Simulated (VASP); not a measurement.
Computed with modified Becke-Johnson potential (mBJ), VASP's PBE PAW potentials (set 64) (plane waves; VASP 6.6.1).

VASP input:

INCAR:
```
ALGO = Normal
EDIFF = 1E-6
ENCUT = 400
ISIF = 0
ISMEAR = 0
LASPH = .TRUE.
LCHARG = .FALSE.
LMIXTAU = .TRUE.
LREAL = .FALSE.
LWAVE = .FALSE.
METAGGA = MBJ
NELM = 200
PREC = Accurate
SIGMA = 0.05
SYSTEM = MgS
```

File KPOINTS:
```
K-points
0
G
  6 6 6
```

**POSCAR**
```
MgS
2.6116310
  0.0000000000   1.0000001656   1.0000001656
  1.0000001656   0.0000000000   1.0000001656
  1.0000001656   1.0000001656   0.0000000000
Mg S
1 1
Cart
  0.0000000000   0.0000000000   0.0000000000
  1.0000001656   1.0000001656   1.0000001656
```

KPOINTS_OPT:
```
k-points along high-symmetry lines
11
Line-mode
Reciprocal
  0.000000   0.000000   0.000000 ! GAMMA
  0.500000   0.000000   0.500000 ! X

  0.500000   0.000000   0.500000 ! X
  0.625000   0.250000   0.625000 ! U

  0.375000   0.375000   0.750000 ! K
  0.000000   0.000000   0.000000 ! GAMMA

  0.000000   0.000000   0.000000 ! GAMMA
  0.500000   0.500000   0.500000 ! L

  0.500000   0.500000   0.500000 ! L
  0.500000   0.250000   0.750000 ! W

  0.500000   0.250000   0.750000 ! W
  0.500000   0.000000   0.500000 ! X
```

POTCAR, in this order: Mg S (PBE.64 set). Program: vasp_std. Read from the step before: WAVECAR.

Output of the run:

OUTCAR:
```
 ion  position               nearest neighbor table
   1  0.000  0.000  0.000-   2 2.61   2 2.61   2 2.61   2 2.61   2 2.61   2 2.61
   2  0.500  0.500  0.500-   1 2.61   1 2.61   1 2.61   1 2.61   1 2.61   1 2.61
  LATTYP: Found a face centered cubic cell.
 ALAT       =     5.2232628650
 Subroutine PRICEL returns:
 Original cell was already a primitive cell.
 Subroutine GETGRP returns: Found 48 space group operations
The static configuration has the point symmetry O_h .
The dynamic configuration has the point symmetry O_h .
 Subroutine INISYM returns: Found 48 space group operations
 Subroutine IBZKPT returns following result:
 Found     16 irreducible k-points:

 Following reciprocal coordinates:
            Coordinates               Weight
  0.000000  0.000000  0.000000      1.000000
  0.166667  0.000000  0.000000      8.000000
  0.333333  0.000000  0.000000      8.000000
  0.500000  0.000000  0.000000      4.000000
  0.166667  0.166667  0.000000      6.000000
  0.333333  0.166667  0.000000     24.000000
  0.500000  0.166667  0.000000     24.000000
 -0.333333  0.166667  0.000000     24.000000
 -0.166667  0.166667  0.000000     12.000000
...
```

**OSZICAR**
```
       N       E                     dE             d eps       ncg     rms          rms(c)
DAV:   1     0.509858721225E+02    0.50986E+02   -0.80078E-01   256   0.916E+00    0.605E+00
DAV:   2     0.508231081201E+02   -0.16276E+00   -0.13428E+00   264   0.108E+01    0.151E+01
DAV:   3     0.505706652722E+02   -0.25244E+00   -0.69563E-02   328   0.172E+00    0.197E+01
DAV:   4     0.504121367828E+02   -0.15853E+00   -0.16352E-02   296   0.108E+00    0.229E+01
DAV:   5     0.515623282173E+02    0.11502E+01   -0.27799E-01   280   0.357E+00    0.592E-01
DAV:   6     0.514704274754E+02   -0.91901E-01   -0.15808E-01   272   0.344E+00    0.589E+00
DAV:   7     0.514676020970E+02   -0.28254E-02   -0.20146E-03   280   0.359E-01    0.554E+00
DAV:   8     0.515435750316E+02    0.75973E-01   -0.28245E-04   280   0.176E-01    0.375E+00
DAV:   9     0.516919547364E+02    0.14838E+00   -0.38573E-03   256   0.590E-01    0.946E-01
DAV:  10     0.516970279756E+02    0.50732E-02   -0.95903E-04   296   0.307E-01    0.113E+00
DAV:  11     0.517555067674E+02    0.58479E-01   -0.89015E-04   256   0.367E-01    0.685E-01
DAV:  12     0.517698645666E+02    0.14358E-01   -0.40436E-04   312   0.202E-01    0.584E-01
DAV:  13     0.517629723251E+02   -0.68922E-02   -0.16885E-04   264   0.153E-01    0.275E-01
DAV:  14     0.517604209029E+02   -0.25514E-02   -0.47371E-05   256   0.961E-02    0.339E-01
DAV:  15     0.517504082500E+02   -0.10013E-01   -0.28102E-05   280   0.618E-02    0.103E-01
DAV:  16     0.517461435164E+02   -0.42647E-02   -0.72838E-06   256   0.345E-02    0.483E-02
DAV:  17     0.517445491143E+02   -0.15944E-02   -0.13254E-06   144   0.137E-02    0.813E-03
DAV:  18     0.517449029859E+02    0.35387E-03   -0.73003E-07   136   0.858E-03    0.215E-02
DAV:  19     0.517448033370E+02   -0.99649E-04   -0.58344E-08   128   0.304E-03    0.120E-02
DAV:  20     0.517447419490E+02   -0.61388E-04   -0.43578E-08   128   0.252E-03    0.877E-03
DAV:  21     0.517446920343E+02   -0.49915E-04   -0.10613E-08   128   0.125E-03    0.683E-03
DAV:  22     0.517445460384E+02   -0.14600E-03   -0.36090E-09   128   0.730E-04    0.337E-03
DAV:  23     0.517444778637E+02   -0.68175E-04   -0.25163E-09   128   0.617E-04    0.201E-03
DAV:  24     0.517444485737E+02   -0.29290E-04   -0.78737E-10   128   0.320E-04    0.171E-03
DAV:  25     0.517444106763E+02   -0.37897E-04   -0.28191E-10   128   0.204E-04    0.859E-04
DAV:  26     0.517443877394E+02   -0.22937E-04   -0.17648E-10   128   0.153E-04    0.455E-04
DAV:  27     0.517443792931E+02   -0.84463E-05   -0.75446E-11   128   0.960E-05    0.340E-04
DAV:  28     0.517443676523E+02   -0.11641E-04   -0.23974E-11   128   0.593E-05    0.809E-05
DAV:  29     0.517443632997E+02   -0.43527E-05   -0.18347E-11   128   0.467E-05    0.263E-05
DAV:  30     0.517443633828E+02    0.83093E-07   -0.38146E-12   128   0.225E-05
   1 F= 0.51744363E+02 E0= 0.51744363E+02  d E =-.130189E-11
       N       E                     dE             ncg
       N       E                     dE             ncg
       N       E                     dE             ncg
       N       E                     dE             ncg
       N       E                     dE             ncg
```

**OUTCAR**
```
------------------------ aborting loop because EDIFF is reached ----------------------------------------
  volume of cell :       35.63
      direct lattice vectors                 reciprocal lattice vectors
     0.000000000  2.611631432  2.611631432    -0.191451211  0.191451211  0.191451211
     2.611631432  0.000000000  2.611631432     0.191451211 -0.191451211  0.191451211
     2.611631432  2.611631432  0.000000000     0.191451211  0.191451211 -0.191451211
 POSITION                                       TOTAL-FORCE (eV/Angst)
 -----------------------------------------------------------------------------------
      0.00000      0.00000      0.00000        -0.000000     -0.000000      0.000000
      2.61163      2.61163      2.61163         0.000000      0.000000     -0.000000
 -----------------------------------------------------------------------------------
    total drift:                               -0.000000     -0.000000      0.000000
  FREE ENERGIE OF THE ION-ELECTRON SYSTEM (eV)
  ---------------------------------------------------
  free  energy   TOTEN  =        51.7443633828 eV

  energy  without entropy=       51.7443633828  energy(sigma->0) =       51.74436338

     CMBJ =    1.0000

     CMBJA=   -0.0120

     CMBJB=    1.0230

     CMBJE=    0.5000

    CMBJ =    1.2309
```
(Selected blocks of OUTCAR.)

File OUTCAR:
```
 val. band max:        3.3151470848   @ k =   0.0000   0.0000   0.0000

 cond. band min:       7.2811093139   @ k =   0.5000   0.5000   0.0000


 Fermi energy:         3.5360467539

 k-point     1 :       0.0000    0.0000    0.0000
  band No.  band energies     occupation
      1      -9.1628      2.00000
      2       3.3151      2.00000
      3       3.3151      2.00000
      4       3.3151      2.00000
      5       8.2989      0.00000
      6      12.0988      0.00000
      7      12.0988      0.00000
      8      12.0988      0.00000

 k-point     2 :       0.1667    0.0000    0.0000
  band No.  band energies     occupation
      1      -8.9203      2.00000
      2       1.9221      2.00000
      3       3.1596      2.00000
      4       3.1597      2.00000
      5       9.2639      0.00000
      6      11.8601      0.00000
      7      12.3691      0.00000
      8      12.3691      0.00000

 k-point     3 :       0.3333    0.0000    0.0000
  band No.  band energies     occupation
      1      -8.3457      2.00000
      2      -0.1164      2.00000
      3       2.8841      2.00000
      4       2.8841      2.00000
      5       9.1956      0.00000
      6      11.5748      0.00000
      7      11.5749      0.00000
      8      13.6727      0.00000

 k-point     4 :       0.5000    0.0000    0.0000
  band No.  band energies     occupation
      1      -7.9888      2.00000
      2      -1.0289      2.00000
      3       2.7610      2.00000
      4       2.7610      2.00000
      5       8.9515      0.00000
      6      11.1650      0.00000
      7      11.1651      0.00000
      8      14.6725      0.00000

 k-point     5 :       0.1667    0.1667    0.0000
  band No.  band energies     occupation
      1      -8.8420      2.00000
      2       2.0089      2.00000
      3       2.8460      2.00000
      4       2.8460      2.00000
      5       9.7087      0.00000
      6      10.7653      0.00000
      7      12.2212      0.00000
...
```

mBJ is a potential without an energy functional, so only the levels count.

The structure comes from a computed database's MgS entry (Fm-3m); how it stands against other phases isn't given here. It was relaxed first. The cell's shape comes from a PBE relaxation.
